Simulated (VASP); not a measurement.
# Tl: formation energy of a vacancy on the Tl site, part 3 of 3

How easily does a vacancy on the Tl site form in Tl? The host is relaxed first, then a supercell is run with and without the defect.

VASP 6.6.1; PBEsol; plane waves and PAW (Tl).

So far. Step 2 (The host at zero pressure): The run ended after 5 ionic steps, 0.001 eV below its first step, once forces and stress met EDIFFG = -0.02. Step 3 (The perfect supercell): The host is treated as a metal, as its relaxation found a gap under 0.3 eV or none, and only the neutral defect is run.

### Step 4. Relaxing the defect

System of this step: Tl. The cell holds 63 atoms: 63 Tl. Cell: a = 13.750 Å, b = 13.750 Å, c = 11.096 Å, α = 90.0°, β = 90.0°, γ = 120.0°. It derives from Tl. Nearest the centre at fractional (0.000, 0.000, 0.000): Tl38 at 3.41 Å, Tl39 at 3.41 Å, Tl62 at 3.41 Å, Tl63 at 3.41 Å, Tl32 at 3.41 Å, Tl33 at 3.41 Å, Tl8 at 3.44 Å, Tl24 at 3.44 Å.

The host is treated as a metal, since its gap is under 0.3 eV or closed. The run keeps 12 symmetry operations, which cuts the number of k-points but bars distortions that break them. The atoms relax at the host's fixed cell.

INCAR

```
SYSTEM = Tl
PREC = Normal
ENCUT = 300
EDIFF = 1E-05
NELM = 120
ISMEAR = 1
SIGMA = 0.2
LREAL = Auto
ALGO = Fast
GGA = PS
NBANDS = 144
LORBIT = 11
LWAVE = .FALSE.
LCHARG = .TRUE.
KPAR = 4
NCORE = 2
LASPH = .TRUE.
IBRION = 2
NSW = 50
ISIF = 2
EDIFFG = -0.03
POTIM = 0.4
MAXMIX = 40
ISYM = 2
```

POSCAR

```
Tl
1.0
   13.7497093172      0.0000000000      0.0000000000
   -6.8748546588     11.9075975636      0.0000000000
    0.0000000000      0.0000000000     11.0957915484
Tl
63
Direct
    0.0000000000      0.0000000000      0.5000000000
    0.0000000000      0.2500000000      0.0000000000
    0.0000000000      0.2500000000      0.5000000000
    0.0000000000      0.5000000000      0.0000000000
    0.0000000000      0.5000000000      0.5000000000
    0.0000000000      0.7500000000      0.0000000000
    0.0000000000      0.7500000000      0.5000000000
    0.2500000000      0.0000000000      0.0000000000
    0.2500000000      0.0000000000      0.5000000000
    0.2500000000      0.2500000000      0.0000000000
    0.2500000000      0.2500000000      0.5000000000
    0.2500000000      0.5000000000      0.0000000000
    0.2500000000      0.5000000000      0.5000000000
    0.2500000000      0.7500000000      0.0000000000
    0.2500000000      0.7500000000      0.5000000000
    0.5000000000      0.0000000000      0.0000000000
    0.5000000000      0.0000000000      0.5000000000
    0.5000000000      0.2500000000      0.0000000000
    0.5000000000      0.2500000000      0.5000000000
    0.5000000000      0.5000000000      0.0000000000
    0.5000000000      0.5000000000      0.5000000000
    0.5000000000      0.7500000000      0.0000000000
    0.5000000000      0.7500000000      0.5000000000
    0.7500000000      0.0000000000      0.0000000000
    0.7500000000      0.0000000000      0.5000000000
    0.7500000000      0.2500000000      0.0000000000
    0.7500000000      0.2500000000      0.5000000000
    0.7500000000      0.5000000000      0.0000000000
    0.7500000000      0.5000000000      0.5000000000
    0.7500000000      0.7500000000      0.0000000000
    0.7500000000      0.7500000000      0.5000000000
    0.0833333300      0.1666666700      0.2500000000
    0.0833333300      0.1666666700      0.7500000000
    0.0833333300      0.4166666700      0.2500000000
    0.0833333300      0.4166666700      0.7500000000
    0.0833333300      0.6666666700      0.2500000000
    0.0833333300      0.6666666700      0.7500000000
    0.0833333300      0.9166666700      0.2500000000
    0.0833333300      0.9166666700      0.7500000000
    0.3333333300      0.1666666700      0.2500000000
    0.3333333300      0.1666666700      0.7500000000
    0.3333333300      0.4166666700      0.2500000000
    0.3333333300      0.4166666700      0.7500000000
    0.3333333300      0.6666666700      0.2500000000
    0.3333333300      0.6666666700      0.7500000000
    0.3333333300      0.9166666700      0.2500000000
    0.3333333300      0.9166666700      0.7500000000
    0.5833333300      0.1666666700      0.2500000000
    0.5833333300      0.1666666700      0.7500000000
    0.5833333300      0.4166666700      0.2500000000
    0.5833333300      0.4166666700      0.7500000000
    0.5833333300      0.6666666700      0.2500000000
    0.5833333300      0.6666666700      0.7500000000
    0.5833333300      0.9166666700      0.2500000000
    0.5833333300      0.9166666700      0.7500000000
    0.8333333300      0.1666666700      0.2500000000
    0.8333333300      0.1666666700      0.7500000000
    0.8333333300      0.4166666700      0.2500000000
    0.8333333300      0.4166666700      0.7500000000
    0.8333333300      0.6666666700      0.2500000000
    0.8333333300      0.6666666700      0.7500000000
    0.8333333300      0.9166666700      0.2500000000
    0.8333333300      0.9166666700      0.7500000000
```

KPOINTS

```
Automatic mesh
0
Gamma
3 3 3
0 0 0
```

Potentials, in the order of the species: Tl (PBE family, release 64).

Launch:

```
> mpirun -np 8 vasp_std
```

The log of the run:

```text
[banner, memory and clock lines left out]
running    8 mpi-ranks, on    1 nodes
 distrk:  each k-point on    2 cores,    4 groups
 distr:  one band on    2 cores,    1 groups

 POSCAR found type information on POSCAR Tl
 POSCAR found :  1 types and      63 ions
 [... a notice as in an earlier step ...]

 LDA part: xc-table for (Slater+PW92), standard interpolation
 POSCAR, INCAR and KPOINTS ok, starting setup
 FFT: planning ... GRIDC
 FFT: planning ... GRID_SOFT
 FFT: planning ... GRID
 WAVECAR not read
 entering main loop
       N       E                     dE             d eps       ncg     rms          rms(c)
DAV:   1     0.990721936593E+03    0.99072E+03   -0.31870E+04  1728   0.606E+02
DAV:   2    -0.190730794389E+02   -0.10098E+04   -0.96452E+03  2000   0.143E+02
DAV:   3    -0.161340313598E+03   -0.14227E+03   -0.13592E+03  1960   0.579E+01
DAV:   4    -0.167108253640E+03   -0.57679E+01   -0.56457E+01  2112   0.131E+01
DAV:   5    -0.167318853367E+03   -0.21060E+00   -0.20997E+00  2384   0.260E+00    0.340E+00
RMM:   6    -0.166616568282E+03    0.70229E+00   -0.22101E-01  1728   0.774E-01    0.209E+00
RMM:   7    -0.166219353363E+03    0.39721E+00   -0.51410E-01  1729   0.112E+00    0.258E-01
RMM:   8    -0.166226927449E+03   -0.75741E-02   -0.92907E-02  2222   0.559E-01    0.202E-01
RMM:   9    -0.166228418020E+03   -0.14906E-02   -0.52683E-03  1942   0.128E-01    0.121E-01
RMM:  10    -0.166228929878E+03   -0.51186E-03   -0.86165E-04  1893   0.519E-02    0.232E-02
RMM:  11    -0.166228959112E+03   -0.29234E-04   -0.23903E-04  1922   0.223E-02    0.967E-03
RMM:  12    -0.166228947697E+03    0.11415E-04   -0.36207E-05  1343   0.991E-03    0.916E-03
RMM:  13    -0.166228957794E+03   -0.10097E-04   -0.10706E-05  1159   0.520E-03    0.316E-03
RMM:  14    -0.166228961741E+03   -0.39469E-05   -0.28684E-06  1090   0.312E-03
   1 F= -.16622896E+03 E0= -.16623016E+03  d E =-.166229E+03
 curvature:   0.00 expect dE= 0.000E+00 dE for cont linesearch  0.000E+00
 trial: gam= 0.00000 g(F)=  0.799E-02 g(S)=  0.000E+00 ort = 0.000E+00 (trialstep = 0.100E+01)
 search vector abs. value=  0.799E-02
 bond charge predicted
       N       E                     dE             d eps       ncg     rms          rms(c)
DAV:   1    -0.166236242356E+03   -0.72846E-02   -0.32259E-02  2080   0.314E-01    0.332E-02
RMM:   2    -0.166236538341E+03   -0.29598E-03   -0.31605E-03  1731   0.934E-02    0.297E-02
RMM:   3    -0.166236620071E+03   -0.81730E-04   -0.11615E-03  1995   0.514E-02    0.515E-03
RMM:   4    -0.166236645040E+03   -0.24968E-04   -0.24228E-04  1802   0.221E-02    0.616E-03
RMM:   5    -0.166236644549E+03    0.49041E-06   -0.85271E-06  1133   0.593E-03
   2 F= -.16623664E+03 E0= -.16623809E+03  d E =-.768281E-02
[...]
3 F= -.16625606E+03 E0= -.16625821E+03  d E =-.270986E-01
[...]
4 F= -.16627804E+03 E0= -.16628140E+03  d E =-.490762E-01
[...]
5 F= -.16628022E+03 E0= -.16628402E+03  d E =-.512535E-01
 curvature:  -6.29 expect dE=-0.912E-02 dE for cont linesearch -0.203E-04
 trial: gam= 0.20171 g(F)=  0.145E-02 g(S)=  0.000E+00 ort =-0.161E-03 (trialstep = 0.335E+01)
 search vector abs. value=  0.171E-02
 bond charge predicted
       N       E                     dE             d eps       ncg     rms          rms(c)
DAV:   1    -0.166283216785E+03   -0.30035E-02   -0.74970E-02  1832   0.487E-01    0.540E-02
RMM:   2    -0.166288549527E+03   -0.53327E-02   -0.18219E-02  1733   0.208E-01    0.231E-01
RMM:   3    -0.166287332833E+03    0.12167E-02   -0.52047E-03  2135   0.111E-01    0.192E-01
RMM:   4    -0.166286125416E+03    0.12074E-02   -0.54866E-04  1822   0.369E-02    0.157E-01
RMM:   5    -0.166284651201E+03    0.14742E-02   -0.11228E-03  1913   0.396E-02    0.877E-02
RMM:   6    -0.166284110892E+03    0.54031E-03   -0.13872E-03  2033   0.446E-02    0.235E-02
RMM:   7    -0.166284116882E+03   -0.59908E-05   -0.51144E-04  2024   0.303E-02    0.185E-02
RMM:   8    -0.166284427908E+03   -0.31103E-03   -0.55793E-04  2139   0.287E-02    0.620E-02
RMM:   9    -0.166284403834E+03    0.24075E-04   -0.50374E-05  1406   0.111E-02    0.604E-02
RMM:  10    -0.166284244578E+03    0.15926E-03   -0.43879E-05  1465   0.850E-03    0.444E-02
RMM:  11    -0.166284114101E+03    0.13048E-03   -0.21238E-04  1875   0.159E-02    0.179E-02
RMM:  12    -0.166284092513E+03    0.21588E-04   -0.78736E-05  1684   0.124E-02    0.313E-03
RMM:  13    -0.166284094079E+03   -0.15659E-05   -0.20971E-05  1095   0.712E-03
   6 F= -.16628409E+03 E0= -.16628840E+03  d E =-.387881E-02
 trial-energy change:   -0.003879  1 .order   -0.003862   -0.004745   -0.002978
 step:   8.9839(harm=  8.9839)  dis= 0.01616  next Energy=  -166.286587 (dE=-0.637E-02)
 reached required accuracy - stopping structural energy minimisation
```

The job ended after 4.7 min (8 MPI ranks of Intel Xeon Platinum 8488C (Sapphire Rapids), shared host; peak memory 4.1 GiB).

OUTCAR, selected parts (step 4):

```text
 Subroutine GETGRP returns: Found 12 space group operations
 (whereof 12 operations were pure point group operations)

The static configuration has the point symmetry D_3h.

 Found      6 irreducible k-points:

   NELECT =     189.0000    total number of electrons

 E-fermi :   4.3196

 k-point     1 :       0.0000    0.0000    0.0000
  band No.  band energies     occupation
    ...
     93       4.2741      1.37453
     94       4.2830      1.30412
     95       4.2830      1.30411
     96       4.3559      0.69839
     97       4.3559      0.69838
     98       4.5056     -0.03254
     99       4.5499     -0.06908
    100       4.5499     -0.06908
    101       4.5820     -0.06885
    102       4.6644     -0.03506
    ...

 k-point     2 :       0.3333    0.0000    0.0000
  band No.  band energies     occupation
    ...
     89       3.6816      2.00006
     90       3.7445      2.00037
     91       3.9232      2.01693
     92       4.2037      1.82121
     93       4.3214      0.98492
     94       4.3959      0.40392
     95       4.4412      0.15317
     96       4.5949     -0.06520
     97       4.6146     -0.05751
     98       4.8608     -0.00088
    ...

  Total        2.3980635      2.3980635     -7.2907959     -0.0000000     -0.0000000      0.0000000
  in kB        2.1149267      2.1149267     -6.4299792     -0.0000000     -0.0000000      0.0000000
  external PRESSURE =      -0.7333753 kB  Pullay stress =       0.0000000 kB

 POSITION                                       TOTAL-FORCE (eV/Angst)
 -----------------------------------------------------------------------------------
     -0.00000      0.00000      5.54790         0.000000      0.000000     -0.000000
     -1.67692      2.92413     11.09579        -0.020723     -0.009175     -0.000000
     -1.70536      2.97149      5.54790         0.020938     -0.011713     -0.000000
     10.31017      5.95258     11.09579         0.004356      0.002515     -0.000000
     10.30386      5.94893      5.54790         0.005474      0.003161     -0.000000
     -5.18094      8.99328     11.09579        -0.018307     -0.013359     -0.000000
     -5.15414      8.94497      5.54790         0.000325      0.023990     -0.000000
     -3.50402     11.89779     11.09579         0.002415      0.022534     -0.000000
     -3.44879     11.89873      5.54790        -0.020613     -0.012276     -0.000000
      1.67692      2.92413     11.09579         0.020723     -0.009175     -0.000000
      1.70536      2.97149      5.54790        -0.020938     -0.011713     -0.000000
     -0.00000      5.94028     11.09579         0.000000     -0.014938     -0.000000
     -0.00000      5.96121      5.54790        -0.000000      0.001033     -0.000000
     -1.73042      8.93746     11.09579        -0.012936      0.007469     -0.000000
     -1.71230      8.92699      5.54790         0.000894     -0.000516     -0.000000
      6.87485      0.00244     11.09579         0.000000     -0.005030     -0.000000
      6.87485      0.00973      5.54790         0.000000     -0.006321     -0.000000
      5.14927      2.97293     11.09579        -0.020804     -0.012011     -0.000000
      5.14865      2.97257      5.54790        -0.009615     -0.005551     -0.000000
      3.43954      5.95258     11.09579        -0.004356      0.002515     -0.000000
      3.44585      5.94893      5.54790        -0.005474      0.003161     -0.000000
      1.73042      8.93746     11.09579         0.012936      0.007469     -0.000000
      1.71230      8.92699      5.54790        -0.000894     -0.000516     -0.000000
      3.50402     11.89779     11.09579        -0.002415      0.022534     -0.000000
      3.44879     11.89873      5.54790         0.020613     -0.012276     -0.000000
      8.60044      2.97293     11.09579         0.020804     -0.012011     -0.000000
      8.60106      2.97257      5.54790         0.009615     -0.005551     -0.000000
      6.87485      5.96173     11.09579        -0.000000      0.024023     -0.000000
      6.87485      5.96245      5.54790        -0.000000      0.011102     -0.000000
      5.18094      8.99328     11.09579         0.018307     -0.013359     -0.000000
      5.15414      8.94497      5.54790        -0.000325      0.023990     -0.000000
     -0.00000      1.94059      2.72868        -0.000000      0.007882      0.003499
     -0.00000      1.94059      8.36712        -0.000000      0.007882     -0.003499
     -1.71882      4.95432      2.76935         0.001436     -0.019189     -0.008095
     -1.71882      4.95432      8.32644         0.001436     -0.019189      0.008095
     -3.44369      7.94190      2.76935        -0.015900      0.010839     -0.008095
     -3.44369      7.94190      8.32644        -0.015900      0.010839      0.008095
     -5.19426     10.93730      2.72868         0.006826     -0.003941      0.003499
[...]
-----------------------------------------------------------------------------------
    total drift:                                0.000168     -0.000097     -0.000000

  FREE ENERGIE OF THE ION-ELECTRON SYSTEM (eV)
  ---------------------------------------------------
  free  energy   TOTEN  =      -166.2840940790 eV

  energy  without entropy=     -166.2970181142  energy(sigma->0) =     -166.28840209

 total charge
# of ion       s       p       d       tot
------------------------------------------
    1        1.630   0.706   0.072   2.408
    2        1.634   0.693   0.068   2.395
    3        1.632   0.703   0.071   2.406
    4        1.633   0.697   0.072   2.401
    5        1.632   0.703   0.072   2.407
    6        1.634   0.693   0.068   2.395
    7        1.632   0.703   0.071   2.406
    8        1.634   0.693   0.068   2.395
    9        1.632   0.703   0.071   2.406
   10        1.634   0.693   0.068   2.395
   11        1.632   0.703   0.071   2.406
   12        1.632   0.703   0.072   2.408
   13        1.635   0.700   0.072   2.407
   14        1.632   0.703   0.072   2.408
   15        1.635   0.700   0.072   2.407
   16        1.633   0.697   0.072   2.401
   17        1.632   0.703   0.072   2.407
   18        1.633   0.701   0.071   2.406
   19        1.632   0.699   0.073   2.404
   20        1.633   0.697   0.072   2.401
   21        1.632   0.703   0.072   2.407
   22        1.632   0.703   0.072   2.408
   23        1.635   0.700   0.072   2.407
   24        1.634   0.693   0.068   2.395
   25        1.632   0.703   0.071   2.406
   26        1.633   0.701   0.071   2.406
   27        1.632   0.699   0.073   2.404
   28        1.633   0.701   0.071   2.406
   29        1.632   0.699   0.073   2.404
   30        1.634   0.693   0.068   2.395
   31        1.632   0.703   0.071   2.406
   32        1.635   0.689   0.069   2.393
   33        1.635   0.689   0.069   2.393
   34        1.632   0.700   0.072   2.404
   35        1.632   0.700   0.072   2.404
   36        1.632   0.700   0.072   2.404
   37        1.632   0.700   0.072   2.404
[...]
--------------------------------------------------
tot        102.876  44.092   4.496 151.463

[... 7 parts as in an earlier step ...]

[... 6 further parts left out ...]
```

This run has no spin polarisation. Its electron count is odd, so without a moment it is a metal by construction. The run keeps the 12 symmetry operations of its start, so it cannot find a distortion of lower symmetry.

Step by step:

```csv
step,energy less that of the first step (eV),largest force (eV/Å)
1,0.0000,0.1320
2,-0.0077,0.1216
3,-0.0271,0.0905
4,-0.0491,0.0374
5,-0.0513,0.0458
6,-0.0551,0.0240
```

The atoms that moved most (Å):

```csv
atom,dx,dy,dz,length
Tl8,-0.067,-0.010,0.000,0.067
Tl24,0.067,-0.010,0.000,0.067
Tl10,-0.042,-0.053,0.000,0.067
Tl2,0.042,-0.053,0.000,0.067
Tl30,0.025,0.063,0.000,0.067
Tl6,-0.025,0.063,0.000,0.067
Tl62,0.038,0.022,-0.045,0.063
Tl38,-0.038,0.022,-0.045,0.063
```

This step gave:

```
electronic cycles       : 51
electrons               : 189
free energy (TOTEN)     : -166.2841 eV
energy at zero smearing : -166.2884 eV
Fermi energy            : 4.320 eV
```

Valence density in the ab plane at fractional z = 0.000, through the centre, with atoms of Tl within 0.45 Å of it. It is the smooth field of the valence electrons, not physical close to the nuclei.

Ten even steps from '0' (0.01 e/Å³) to '9' (0.17 e/Å³), each cell a mean:
```
0000125897436886447996347985457985348974210000
0011246999998754457999998644457999998532110000
2344555666655555555666655555455666665543211001
7889875444578888754344678888644446789987432235
7679974457986789854468976799744579866898644688
0269865699521489755798412699656896203898558973
5797545897435897546996446986457985458975579964
8754446899998754446899998644457899987544568998
5555455566665554455666655554445556555554455555
7888864434568888754344678887643345788887543346
8779974457987789854468987799744579877898544689
0269965699610489755798302699656996103897557983
4798645897435897557996347986458974358975579963
9864446899999754457999998644468999987544579999
5544445566665544445666655554455666655555556666
6788764444567887644344678888644345788887543345
8789975457987799754468976799744579877898544578
1269965799521599755797312698656896214897557984
3698656997435897557996347986458984358975469963
8864345899899754457999998644468999987544579998
4321123566666554445666655555555666655555556665
1000011234578888654344678888644345678887543211
0000001247987799753468987799743468977898531000
0000012599511589645798302698645896203797310000
```
Columns run along a (13.7 Å), rows up along b (13.7 Å). Atoms in or near the plane, at fractional coordinates: Tl at (0.00, 0.25), Tl at (0.00, 0.50), Tl at (0.00, 0.76), Tl at (0.24, 0.00), Tl at (0.24, 0.25), Tl at (0.25, 0.50), Tl at (0.25, 0.75), Tl at (0.50, 0.00), Tl at (0.50, 0.25), Tl at (0.50, 0.50), Tl at (0.50, 0.75), Tl at (0.75, 0.00), Tl at (0.75, 0.25), Tl at (0.75, 0.50) and more.

The run ended after 6 ionic steps, 0.055 eV below its first step, once the forces on the free atoms met EDIFFG = -0.03.

The 12 first neighbours (Tl) lie 3.42 Å from the site in the perfect crystal and 3.36 Å on average after the relaxation (-1.9 %).

### Step 5. Formation energies

This step: point defect, PBEsol; plane waves and PAW (VASP 6.6.1).

This step runs nothing: it gathers the runs above.

Numbers from this step:

* formation energy of the neutral defect: 0.5362 eV

Formation energy:

```csv
formation energy (eV),largest move (Å)
0.5362,0.06731
```

E_f is E(defect cell) less E(perfect cell), corrected for the atoms exchanged with their references.

References, in eV an atom: Tl -2.648 (the host). They were run at the supercell's cutoff and functional, without U, and count both elements from their own phases.

### Step 6. Results

```
formation energy at charge 0 : 0.536 eV
```

**Reading.** A vacancy on the Tl site costs 0.54 eV, with every exchanged atom at the energy of its element. The 12 first neighbours (Tl) lie 3.42 Å from the site in the perfect crystal and 3.36 Å on average after the relaxation (-1.9 %). With metallic smearing the value can move by tenths of an eV with the k mesh. The supercell of 64 atoms is small, so interactions between images remain.

[Lines on the potential files, build, host, timing and source positions are cut from VASP's logs without a mark.]

[Logs are printed without paths, hosts, clocks, repeated set-up lines and the standing remarks that a program may print on its own settings, such as how far it seeks lower states.]

[Hosts, paths, dates, database ids (printed as entryN), source tags and the programs' standing remarks are cut or masked in the printed files.]

[In band tables of VASP the shares of atoms and orbitals are scaled to a sum of 1 inside the atoms' spheres.]

[Runs that stopped without an error message from VASP are left out.]
